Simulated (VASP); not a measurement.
```xyz
1
Lattice="0.0000 1.9176 1.9176 1.9176 0.0000 1.9176 1.9176 1.9176 0.0000" Properties=species:S:1:pos:R:3 pbc="T T T"
Pt     0.0000     0.0000     0.0000
```

Calculation: PBEsol GGA, VASP's PBE PAW potentials (set 64) (plane waves; VASP). Settings: 520 eV cut-off, 16×16×16 Γ-centred mesh, first-order Methfessel-Paxton smearing of 0.10 eV, potentials Pt.

Question: Give the stress tensor in GPa (positive for a compressed cell).

Answer: 
```
21.35   0.00   0.00
 0.00  21.35   0.00
 0.00   0.00  21.35
```
The pressure is its mean diagonal, 21.35 GPa.

The compound is Pt in the fcc structure. This cell is one point of a volume scan, at 0.94 of the reference volume.
